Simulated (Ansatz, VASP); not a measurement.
## In2S3O12 (In2S3O12 (R-3)): VASP beside Ansatz

Wanted: the spread between two codes on one cell, functional and k mesh. The structure shown is the start of the Ansatz relaxation below; VASP solves that cell, so the two are compared at the walk's first step.

Calculated with Ansatz 0.2.0; plane waves, with VASP 6.6.1 beside it; single point at PBEsol.

## (1) The structure

The structure is trigonal, space group R-3 (No. 148). Conventional cell: a = 8.448 Å, b = 8.448 Å, c = 23.264 Å, α = 90.00°, β = 90.00°, γ = 120.00°. In has 6 O at 2.13 to 2.14 Å nearest. Nearest to In lie 6 O at 2.12 to 2.14 Å. Nearest to S lie 4 O at 1.47 Å. Nearest to O lie 1 S at 1.47 Å and 1 In at 2.13 Å. O has 1 S at 1.47 Å and 1 In at 2.14 Å nearest. Nearest to O lie 1 S at 1.47 Å and 1 In at 2.14 Å. Farther neighbours and most contacts between anions are not listed.

## (2) Ansatz: relaxation, PBEsol

Ansatz runs on its default PAW (the set named soft_2) files.

The two programs are compared at the cell with which this relaxation starts, whose forces are those of its first step.

input.yaml reads:

```yaml
crystal:
  lattice:
    - [4.2240624, 2.4387636, 7.7547826]
    - [-4.2240624, 2.4387636, 7.7547826]
    - [0.0, -4.8775272, 7.7547826]
  atoms:
    - { symbol: In, position: [0.14450329, 0.14450329, 0.14450329] }
    - { symbol: In, position: [0.85549671, 0.85549671, 0.85549671] }
    - { symbol: In, position: [0.34837179, 0.34837179, 0.34837179] }
    - { symbol: In, position: [0.65162821, 0.65162821, 0.65162821] }
    - { symbol: S, position: [0.45594694, 0.04062589, 0.75193153] }
    - { symbol: S, position: [0.04062589, 0.75193153, 0.45594694] }
    - { symbol: S, position: [0.75193153, 0.45594694, 0.04062589] }
    - { symbol: S, position: [0.54405306, 0.95937411, 0.24806847] }
    - { symbol: S, position: [0.95937411, 0.24806847, 0.54405306] }
    - { symbol: S, position: [0.24806847, 0.54405306, 0.95937411] }
    - { symbol: O, position: [0.59807101, 0.01994193, 0.7973341] }
    - { symbol: O, position: [0.01994193, 0.7973341, 0.59807101] }
    - { symbol: O, position: [0.7973341, 0.59807101, 0.01994193] }
    - { symbol: O, position: [0.40192899, 0.98005807, 0.2026659] }
    - { symbol: O, position: [0.98005807, 0.2026659, 0.40192899] }
    - { symbol: O, position: [0.2026659, 0.40192899, 0.98005807] }
    - { symbol: O, position: [0.47213519, 0.85189782, 0.79390572] }
    - { symbol: O, position: [0.85189782, 0.79390572, 0.47213519] }
    - { symbol: O, position: [0.79390572, 0.47213519, 0.85189782] }
    - { symbol: O, position: [0.52786481, 0.14810218, 0.20609428] }
    - { symbol: O, position: [0.14810218, 0.20609428, 0.52786481] }
    - { symbol: O, position: [0.20609428, 0.52786481, 0.14810218] }
    - { symbol: O, position: [0.26247782, 0.13442606, 0.86912394] }
    - { symbol: O, position: [0.13442606, 0.86912394, 0.26247782] }
    - { symbol: O, position: [0.86912394, 0.26247782, 0.13442606] }
    - { symbol: O, position: [0.73752218, 0.86557394, 0.13087606] }
    - { symbol: O, position: [0.86557394, 0.13087606, 0.73752218] }
    - { symbol: O, position: [0.13087606, 0.73752218, 0.86557394] }
    - { symbol: O, position: [0.48912731, 0.16015838, 0.54804188] }
    - { symbol: O, position: [0.16015838, 0.54804188, 0.48912731] }
    - { symbol: O, position: [0.54804188, 0.48912731, 0.16015838] }
    - { symbol: O, position: [0.51087269, 0.83984162, 0.45195812] }
    - { symbol: O, position: [0.83984162, 0.45195812, 0.51087269] }
    - { symbol: O, position: [0.45195812, 0.51087269, 0.83984162] }
basis:
  ecutwfc: 420
  xc_grid: 2
hamiltonian:
  xc: pbesol
kpoints:
  mp_grid: { grid: [4, 4, 4] }
scf:
  occupations: { method: fermi_dirac, width: 0.01 }
  max_iter: 150
output:
  forces: true
  stress: true
relax:
  f_tol: 0.01
  max_steps: 60
  cell: {}
checkpoint:
  write: "../pbesol.run"
  compress: false
  write_wavefunctions: false
  write_every: 100000
```

Launch:

```
ansatz run input.yaml --threads 4 --pin off --max-ram 6594MiB --backend cpu --events-out ev --progress --plain --runs-dir out
```

Numbers of over 12 decimals in the logs are rounded to 6 here.

Output:

```text
Engine: ansatz 0.2.0, x86_64-unknown-linux-gnu
Pseudopotentials: kind: paw
Pseudopotential: In, paw, valence charge 13, recommended cutoff 420 eV (normal), In.paw.azcp
Pseudopotential: S, paw, valence charge 6, recommended cutoff 420 eV (normal), S.paw.azcp
Pseudopotential: O, paw, valence charge 6, recommended cutoff 420 eV (normal), O.paw.azcp
Functional definition: PBEsol
  exchange = pbesol_x
  correlation = pbesol_c
Crystal: 34 atoms, lattice volume = 479.315 Å³
Basis set: ecut = 420 eV, 9337 PW (Γ), exchange–correlation on 128×128×128 points (8 copies of the dense FFT grid, shifted against one another)
Bands: 150, of which v1, the nominal top of the filled ones, is band 116 counted from 1 (115 counted from 0)
Symmetry: 6 space group operations
Space group: R-3 (ITA 148), of the structure as read, at distance tolerance 7.8e-5 Å
k-points: 14 of 64
Non-local potential: In, projectors of the file, l = 0: 2, l = 1: 2, l = 2: 2, l = 3: 2
Non-local potential: S, projectors of the file, l = 0: 2, l = 1: 2, l = 2: 2
Non-local potential: O, projectors of the file, l = 0: 2, l = 1: 2, l = 2: 1
PAW form: soft (Blöchl's): semilocal exchange-correlation on the pseudo side does not see the compensation charge
PAW frozen core: In, regenerated for the run's functional, and the local potential with it (the file was generated under x = pbe(κ = 0.804, μ = 0.219515), c = pbe(β = 0.066725))
PAW frozen core: S, regenerated for the run's functional, and the local potential with it (the file was generated under x = pbe(κ = 0.804, μ = 0.219515), c = pbe(β = 0.066725))
PAW frozen core: O, regenerated for the run's functional, and the local potential with it (the file was generated under x = pbe(κ = 0.804, μ = 0.219515), c = pbe(β = 0.066725))
PAW one-centre angular grid: In, 590 points (default); XC on 64 Gauss nodes
PAW one-centre angular grid: S, 110 points (default); XC on 64 Gauss nodes
PAW one-centre angular grid: O, 110 points (default); XC on 64 Gauss nodes
Initial density: superposition of atomic densities (neutral atoms: chi_scale 0, normalization atom), corrected by the library's trained network
Initial wavefunctions: pseudopotential atomic-orbital guess
Functional: x = pbesol(κ = 0.804, μ = 0.123457), c = pbesol(β = 0.046)
SCF iter   1: F=—  HF=-40861.742934 eV  |F-HF|=—  |Δ(HF+E_count)|=         —  Δρ=1.11e-2  dr2=4.41e-1  ethr=1.77e-3  ⟨swp⟩=6.0  Hψ=9533  notcnv=0  defer=91
preconditioner: auto → Resta (q_TF=auto, 2.418 Å⁻¹)  ε∞=3.2  [insulator: Δε(μ)=3.988 eV  Ē_g=17.329 eV  σ=0.010 eV  W_gap=1.00  n_scr=118 (ndim 8)  ℏωp=25.8 eV  f_vac=0.214  D(μ)=0.00/eV (n_scr^D=0)  ε∞_Penn≈3.2]
SCF iter   2: F=—  HF=-40861.609003 eV  |F-HF|=—  |Δ(HF+E_count)|=   1.34e-1  Δρ=1.89e-3  dr2=1.55e-2  ethr=1.90e-4  ⟨swp⟩=2.0  Hψ=3405  notcnv=0  defer=420
SCF iter   3: F=—  HF=-40861.619875 eV  |F-HF|=—  |Δ(HF+E_count)|=   1.09e-2  Δρ=8.35e-4  dr2=3.12e-3  ethr=6.69e-6  ⟨swp⟩=2.0  Hψ=3024  notcnv=0  defer=420
SCF iter   4: F=—  HF=-40861.621465 eV  |F-HF|=—  |Δ(HF+E_count)|=   1.59e-3  Δρ=2.40e-4  dr2=2.15e-4  ethr=1.34e-6  ⟨swp⟩=2.4  Hψ=2690  notcnv=0  defer=420
SCF iter   5: F=—  HF=-40861.621555 eV  |F-HF|=—  |Δ(HF+E_count)|=   8.98e-5  Δρ=1.19e-4  dr2=5.53e-5  ethr=9.28e-8  ⟨swp⟩=2.0  Hψ=3280  notcnv=0  defer=420
SCF iter   6: F=—  HF=-40861.622158 eV  |F-HF|=—  |Δ(HF+E_count)|=   6.03e-4  Δρ=3.45e-5  dr2=5.25e-6  ethr=2.38e-8  ⟨swp⟩=2.0  Hψ=3172  notcnv=0  defer=420
SCF iter   7: F=—  HF=-40861.622163 eV  |F-HF|=—  |Δ(HF+E_count)|=   4.52e-6  Δρ=7.83e-6  dr2=3.98e-7  ethr=2.26e-9  ⟨swp⟩=2.0  Hψ=3210  notcnv=0  defer=420
SCF iter   8: F=-40861.622163 eV  HF=-40861.622163 eV  |F-HF|=9.15e-9  |Δ(HF+E_count)|=   2.71e-7  Δρ=3.53e-6  dr2=5.53e-8  ethr=4.31e-11  ⟨swp⟩=5.0  Hψ=7048  notcnv=0
SCF 1 converged in 8 iterations: F = -40861.622163 eV  dr2 = 5.53e-8
  greatest PAW one-centre occupation: 0.991 electrons in one spin orbital (limit 2), on the In atom at site 3 (counted from 0), in its partial waves of l = 2
relax step   1: F+E_penalty+E_count = -40861.62216290 eV  Δ(F+E_penalty+E_count) = +0.000e0 eV  max|allowed force component| = 7.922e-1 eV/Å  Δτ_max = 0.0000 Å  P = +3.133 GPa  Ω = 479.315 Å³  (8 SCF iters, dr2 threshold 1.00e-7 eV, accepted)
[...]
relax step   8: F+E_penalty+E_count = -40861.75636515 eV  Δ(F+E_penalty+E_count) = +2.497e-3 eV  max|allowed force component| = 2.517e-3 eV/Å  Δτ_max = 0.0024 Å  P = -0.001 GPa  Ω = 483.698 Å³  energy of the carried Pulay correction = -2.620e-3 eV  (7 SCF iters, dr2 threshold 1.81e-8 eV, accepted)
[...]
relax step   9: F+E_penalty+E_count = -40861.75920939 eV  Δ(F+E_penalty+E_count) = -2.844e-3 eV  max|allowed force component| = 2.595e-3 eV/Å  Δτ_max = 0.0000 Å  P = +0.003 GPa  Ω = 483.698 Å³  stress off target by 5.82e-3 GPa  SCF on the basis re-selected at this cell (its energy is not comparable with the rows above)  (4 SCF iters)
basis re-selected at this cell: Δ(F+E_penalty+E_count) = -2.844e-3 eV, ΔP = +0.004 GPa vs the last step (what re-selecting the basis moved, of the pressure what is left beyond the Pulay correction that the steps carried, after the strain that the cell walked since its last selection, with what the two solves' SCF thresholds leave and, on support functions, any second-order correction that the steps lacked; it is no m [...]
SCF converged after 4 iterations
Free energy (F): -40861.759209 eV
Harris-Foulkes:  -40861.759209 eV  (|F-HF|=2.01e-9)
Internal energy: -40861.759209 eV  (E = F + TS)
E sigma→0 (E₀):  -40861.759209 eV
Fermi energy:    4.670269 eV
--- Per-component energies (eV) ---
  E_band       = -1317.012364
  E_kinetic    = 5918.378232
  E_local      = -19693.314021  (includes V_loc(G=0)·N_el)
  E_nonlocal   = 2815.135431
  E_hartree    = 7483.511579
  E_xc         = -3168.143483
  E_vxc        = -3156.067014  (∫ρ·V_xc dr)
  E_paw        = -23546.762579  (= ΣΔE_a)
  E_vpaw       = -2168.228790  (= ΣTr[D̂ρ^β])
  E_aug_tail   = 0.059463  (compensation charges beyond the density's cutoff)
  E_ewald      = -10672.786048
  E_core_change = 2.162216  (= ΣΔE_core)
  E_smearing   = -0.000000  (= −TS)
  E_closure    = -0.000000  (closes the sum)
  Σ components = -40861.759209   (vs F -40861.759209, Δ=0.00e0)
--- Forces (eV/Å), atoms counted from 1 ---
  atom   1  In    -0.00000000     0.00000000     0.00192591
  atom   2  In     0.00000000    -0.00000000    -0.00192591
  atom   3  In    -0.00000000     0.00000000    -0.00050710
  atom   4  In     0.00000000    -0.00000000     0.00050710
  atom   5  S      0.00038742    -0.00067456     0.00049436
  atom   6  S     -0.00077789     0.00000176     0.00049436
  atom   7  S      0.00039047     0.00067280     0.00049436
  atom   8  S     -0.00038742     0.00067456    -0.00049436
  atom   9  S      0.00077789    -0.00000176    -0.00049436
  atom  10  S     -0.00039047    -0.00067280    -0.00049436
  atom  11  O      0.00125842    -0.00002778     0.00102706
  atom  12  O     -0.00065327    -0.00107593     0.00102706
  atom  13  O     -0.00060515     0.00110371     0.00102706
  atom  14  O     -0.00125842     0.00002778    -0.00102706
  atom  15  O      0.00065327     0.00107593    -0.00102706
  atom  16  O      0.00060515    -0.00110371    -0.00102706
  atom  17  O      0.00099034     0.00047648    -0.00101235
  atom  18  O     -0.00008252    -0.00109590    -0.00101235
  atom  19  O     -0.00090782     0.00061942    -0.00101235
  atom  20  O     -0.00099034    -0.00047648     0.00101235
  atom  21  O      0.00008252     0.00109590     0.00101235
  atom  22  O      0.00090782    -0.00061942     0.00101235
  atom  23  O     -0.00016362    -0.00061472    -0.00049185
  atom  24  O     -0.00045055     0.00044906    -0.00049185
  atom  25  O      0.00061417     0.00016566    -0.00049185
  atom  26  O      0.00016362     0.00061472     0.00049185
  atom  27  O      0.00045055    -0.00044906     0.00049185
  atom  28  O     -0.00061417    -0.00016566     0.00049185
  atom  29  O     -0.00083549     0.00251381    -0.00076748
  atom  30  O      0.00259477    -0.00053335    -0.00076748
  atom  31  O     -0.00175928    -0.00198046    -0.00076748
  atom  32  O      0.00083549    -0.00251381     0.00076748
  atom  33  O     -0.00259477     0.00053335     0.00076748
  atom  34  O      0.00175928     0.00198046     0.00076748
  max |Σ_I F_I| component: 1.52e-18 eV/Å
--- Stress (GPa, compression-positive) ---
        0.001714      -0.000000      -0.000000
        0.000000       0.001714      -0.000000
        0.000000       0.000000       0.005825
  P = ⅓ Tr σ = 0.0031 GPa (0.031 kbar)
--- Relaxed structure (7 steps of the walk, 7 accepted, 2 SCFs on fresh bases) ---
  F+E_penalty+E_count = -40861.75920939 eV   max|allowed force component| = 2.595e-3 eV/Å   (the final SCF, on the basis selected at the relaxed cell)
  cell:  # Å, volume = 483.6984 Å³
    - [4.234428, 2.444748, 7.787435]
    - [-4.234428, 2.444748, 7.787435]
    - [7.259562329036715e-19, -4.889497, 7.787435]
  atoms:
    - { symbol: In, position: [0.145312, 0.145312, 0.145312] }
    - { symbol: In, position: [0.854688, 0.854688, 0.854688] }
    - { symbol: In, position: [0.347015, 0.347015, 0.347015] }
    - { symbol: In, position: [0.652985, 0.652985, 0.652985] }
    - { symbol: S, position: [0.455412, 0.042099, 0.751596] }
    - { symbol: S, position: [0.042099, 0.751596, 0.455412] }
    - { symbol: S, position: [0.751596, 0.455412, 0.042099] }
    - { symbol: S, position: [0.544588, 0.957901, 0.248404] }
    - { symbol: S, position: [0.957901, 0.248404, 0.544588] }
    - { symbol: S, position: [0.248404, 0.544588, 0.957901] }
    - { symbol: O, position: [0.598945, 0.024308, 0.794212] }
    - { symbol: O, position: [0.024308, 0.794212, 0.598945] }
    - { symbol: O, position: [0.794212, 0.598945, 0.024308] }
    - { symbol: O, position: [0.401055, 0.975692, 0.205788] }
    - { symbol: O, position: [0.975692, 0.205788, 0.401055] }
    - { symbol: O, position: [0.205788, 0.401055, 0.975692] }
    - { symbol: O, position: [0.471473, 0.851153, 0.796790] }
    - { symbol: O, position: [0.851153, 0.796790, 0.471473] }
    - { symbol: O, position: [0.796790, 0.471473, 0.851153] }
    - { symbol: O, position: [0.528527, 0.148847, 0.203210] }
    - { symbol: O, position: [0.148847, 0.203210, 0.528527] }
    - { symbol: O, position: [0.203210, 0.528527, 0.148847] }
    - { symbol: O, position: [0.260887, 0.136370, 0.870067] }
    - { symbol: O, position: [0.136370, 0.870067, 0.260887] }
    - { symbol: O, position: [0.870067, 0.260887, 0.136370] }
    - { symbol: O, position: [0.739113, 0.863630, 0.129933] }
    - { symbol: O, position: [0.863630, 0.129933, 0.739113] }
    - { symbol: O, position: [0.129933, 0.739113, 0.863630] }
    - { symbol: O, position: [0.487798, 0.161347, 0.546373] }
    - { symbol: O, position: [0.161347, 0.546373, 0.487798] }
    - { symbol: O, position: [0.546373, 0.487798, 0.161347] }
    - { symbol: O, position: [0.512202, 0.838653, 0.453627] }
    - { symbol: O, position: [0.838653, 0.453627, 0.512202] }
    - { symbol: O, position: [0.453627, 0.512202, 0.838653] }
```

(Continued in part 2 of 2.)

[Lines on the potential files, build, host, timing and source positions are cut from VASP's logs without a mark.]

[Logs are printed without paths, hosts, clocks, repeated set-up lines and the standing remarks that a program may print on its own settings, such as how far it seeks lower states.]

[Hosts, paths, dates, database ids (printed as entryN), source tags and the programs' standing remarks are cut or masked in the printed files.]
